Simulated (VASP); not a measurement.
VASP input:

**KPOINTS**
```
Automatic mesh
0
Gamma
10 10 10
0 0 0
```

**INCAR**
```
SYSTEM = LiH
PREC = Accurate
ENCUT = 520
EDIFF = 1E-6
NELM = 100
ALGO = Normal
LREAL = .FALSE.
LASPH = .TRUE.
ISMEAR = 0
SIGMA = 0.05
GGA = PE
LWAVE = .FALSE.
LCHARG = .FALSE.
IBRION = 2
ISIF = 3
NSW = 60
EDIFFG = -0.01
```

File POSCAR:
```
LiH
1
   -0.0000000000     1.9991872349     1.9991872349
    1.9991872349    -0.0000000000     1.9991872349
    1.9991872349     1.9991872349    -0.0000000000
Li H
1 1
Direct
  0.0000000000   0.0000000000   0.0000000000
  0.5000000000   0.5000000000   0.5000000000
```

POTCAR, in this order: Li_sv H (PBE.64 set). Program: vasp_std.

Problem. Write an equivalent input for Quantum ESPRESSO's pw.x.

Solution. One equivalent input (not run):
```
&CONTROL
  calculation = 'vc-relax'
  pseudo_dir = './pseudo'
  outdir = './out'
  tprnfor = .true.
  tstress = .true.
  nstep = 60
  forc_conv_thr = 0.00039
/
&SYSTEM
  ibrav = 0
  nat = 2
  ntyp = 2
  ecutwfc = 74
  occupations = 'smearing'
  smearing = 'gaussian'
  degauss = 0.003675
  input_dft = 'pbe'
/
&ELECTRONS
  conv_thr = 7.3e-08
  electron_maxstep = 100
/
&IONS
/
&CELL
/
ATOMIC_SPECIES
  Li 6.940 Li.upf
  H 1.008 H.upf
CELL_PARAMETERS angstrom
    -0.0000000    1.9991872    1.9991872
     1.9991872   -0.0000000    1.9991872
     1.9991872    1.9991872   -0.0000000
ATOMIC_POSITIONS crystal
  Li   0.0000000  0.0000000  0.0000000
  H    0.5000000  0.5000000  0.5000000
K_POINTS automatic
  10 10 10 0 0 0
```
The two are equivalent in intent, not identical: the potentials are each code's own (VASP's PAW set, PseudoDojo norm-conserving files in pw.x), so ENCUT and ecutwfc are chosen apart and not converted; conv_thr bounds pw.x's estimated SCF error, while EDIFF bounds the energy change between steps; forc_conv_thr acts on force components and is met together with etot_conv_thr.

The compound is LiH in the rock salt structure. It was relaxed first, which changed the volume by -6 %. The start is the result of an earlier pass.
